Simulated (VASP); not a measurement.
Output of a VASP run:

OSZICAR:
```
       N       E                     dE             d eps       ncg     rms          rms(c)
DAV:   1     0.167390604417E+02    0.16739E+02   -0.39114E+03   488   0.845E+02
DAV:   2    -0.158366137812E+02   -0.32576E+02   -0.31406E+02   624   0.114E+02
DAV:   3    -0.168627934623E+02   -0.10262E+01   -0.10262E+01   584   0.274E+01
DAV:   4    -0.168668810656E+02   -0.40876E-02   -0.40876E-02   720   0.201E+00
DAV:   5    -0.168668922030E+02   -0.11137E-04   -0.11137E-04   600   0.747E-02    0.464E+00
DAV:   6    -0.152532912512E+02    0.16136E+01   -0.11065E+00   504   0.795E+00    0.485E+00
DAV:   7    -0.150811135040E+02    0.17218E+00   -0.49397E-01   504   0.408E+00    0.190E+00
DAV:   8    -0.152203157422E+02   -0.13920E+00   -0.26696E-01   552   0.482E+00    0.162E+00
DAV:   9    -0.152159864305E+02    0.43293E-02   -0.62912E-02   480   0.271E+00    0.161E-01
DAV:  10    -0.152634899739E+02   -0.47504E-01   -0.12299E-02   488   0.117E+00    0.116E-01
DAV:  11    -0.152702811915E+02   -0.67912E-02   -0.56336E-04   672   0.264E-01    0.124E-01
DAV:  12    -0.152414042650E+02    0.28877E-01   -0.68905E-03   464   0.108E+00    0.201E-01
DAV:  13    -0.152802304232E+02   -0.38826E-01   -0.21976E-02   464   0.171E+00    0.354E-02
DAV:  14    -0.152802615296E+02   -0.31106E-04   -0.16425E-04   664   0.135E-01    0.348E-02
DAV:  15    -0.152802813247E+02   -0.19795E-04   -0.38870E-06   528   0.286E-02    0.438E-02
DAV:  16    -0.152802686561E+02    0.12669E-04   -0.19529E-05   480   0.662E-02    0.193E-02
DAV:  17    -0.152803101145E+02   -0.41458E-04   -0.16997E-05   504   0.618E-02    0.405E-02
DAV:  18    -0.152803106754E+02   -0.56094E-06   -0.78236E-07   472   0.132E-02
   1 F= -.15280311E+02 E0= -.15280311E+02  d E =-.152803E+02
       N       E                     dE             d eps       ncg     rms          rms(c)
DAV:   1    -0.152859995210E+02   -0.56894E-02   -0.11175E-01   536   0.223E+00    0.623E-01
DAV:   2    -0.152816889512E+02    0.43106E-02   -0.12497E-02   496   0.659E-01    0.256E-01
DAV:   3    -0.152813328748E+02    0.35608E-03   -0.28884E-03   496   0.371E-01    0.151E-01
DAV:   4    -0.152813841703E+02   -0.51296E-04   -0.29002E-05   608   0.666E-02    0.137E-01
DAV:   5    -0.152814433447E+02   -0.59174E-04   -0.81973E-05   488   0.135E-01    0.704E-02
DAV:   6    -0.152814052986E+02    0.38046E-04   -0.77305E-05   480   0.136E-01    0.171E-02
DAV:   7    -0.152814208718E+02   -0.15573E-04   -0.65269E-06   584   0.389E-02    0.204E-02
DAV:   8    -0.152814211069E+02   -0.23511E-06   -0.18548E-07   264   0.584E-03
   2 F= -.15281421E+02 E0= -.15281421E+02  d E =-.111043E-02
       N       E                     dE             d eps       ncg     rms          rms(c)
DAV:   1    -0.152815991485E+02   -0.17828E-03   -0.32246E-03   528   0.376E-01    0.931E-02
DAV:   2    -0.152814909280E+02    0.10822E-03   -0.34386E-04   528   0.115E-01    0.415E-02
DAV:   3    -0.152814883349E+02    0.25931E-05   -0.74208E-05   504   0.594E-02    0.208E-02
DAV:   4    -0.152814846202E+02    0.37146E-05   -0.84377E-07   488   0.114E-02    0.189E-02
DAV:   5    -0.152814960406E+02   -0.11420E-04   -0.26553E-06   472   0.253E-02    0.836E-03
DAV:   6    -0.152814816212E+02    0.14419E-04   -0.21903E-06   496   0.245E-02    0.217E-03
DAV:   7    -0.152814810424E+02    0.57885E-06   -0.17247E-08   264   0.191E-03
   3 F= -.15281481E+02 E0= -.15281481E+02  d E =-.117037E-02
```

**OUTCAR**
```
------------------------ aborting loop because EDIFF is reached ----------------------------------------
  FORCE on cell =-STRESS in cart. coord.  units (eV):
  Direction    XX          YY          ZZ          XY          YZ          ZX
  --------------------------------------------------------------------------------------
  Total        0.0196550      0.0196550      0.0196550     -0.0000000     -0.0000000      0.0000000
  in kB        0.9069469      0.9069469      0.9069469     -0.0000000     -0.0000000      0.0000000
  external PRESSURE =       0.9069469 kB  Pullay stress =       0.0000000 kB
  volume of cell :       34.72
      direct lattice vectors                 reciprocal lattice vectors
     0.000000000  2.589348016  2.589348016    -0.193098802  0.193098802  0.193098802
     2.589348016  0.000000000  2.589348016     0.193098802 -0.193098802  0.193098802
     2.589348016  2.589348016 -0.000000000     0.193098802  0.193098802 -0.193098802
 POSITION                                       TOTAL-FORCE (eV/Angst)
 -----------------------------------------------------------------------------------
      0.00000      0.00000      0.00000        -0.000000     -0.000000     -0.000000
      2.58935      2.58935      2.58935         0.000000      0.000000      0.000000
 -----------------------------------------------------------------------------------
    total drift:                                0.000000      0.000000      0.000000
  FREE ENERGIE OF THE ION-ELECTRON SYSTEM (eV)
  ---------------------------------------------------
  free  energy   TOTEN  =       -15.2814810424 eV

  energy  without entropy=      -15.2814810424  energy(sigma->0) =      -15.28148104

 reached required accuracy - stopping structural energy minimisation
```
(Selected blocks of OUTCAR.)

POSCAR:
```
MgS
1
    0.0000000000     2.6000000000     2.6000000000
    2.6000000000     0.0000000000     2.6000000000
    2.6000000000     2.6000000000     0.0000000000
Mg S
1 1
Direct
  0.0000000000   0.0000000000   0.0000000000
  0.5000000000   0.5000000000   0.5000000000
```

**Question.** Write an INCAR and KPOINTS that could have produced this output.

**Answer.** This is not unique; one that fits is the input of the run itself, r2SCAN+rVV10, plane waves, VASP's PBE PAW potentials (set 64).

### INCAR
```
ALGO=Normal
BPARAM=11.95
CPARAM=0.0093
EDIFF=1E-6
EDIFFG=-0.01
ENCUT=520
IBRION=2
ISIF=3
ISMEAR=0
LASPH=.TRUE.
LCHARG=.FALSE.
LMIXTAU=.TRUE.
LREAL=.FALSE.
LUSE_VDW=.TRUE.
LWAVE=.FALSE.
METAGGA=R2SCAN
NELM=100
NSW=60
PREC=Accurate
SIGMA=0.05
SYSTEM=MgS
```

### KPOINTS
```
Automatic mesh
0
Gamma
8 8 8
0 0 0
```

POTCAR, in this order: Mg S (PBE.64 set). Program: vasp_std.

The compound is MgS in the rock salt structure. This run relaxes it. Symmetry was kept, so distortions that lower it aren't found.
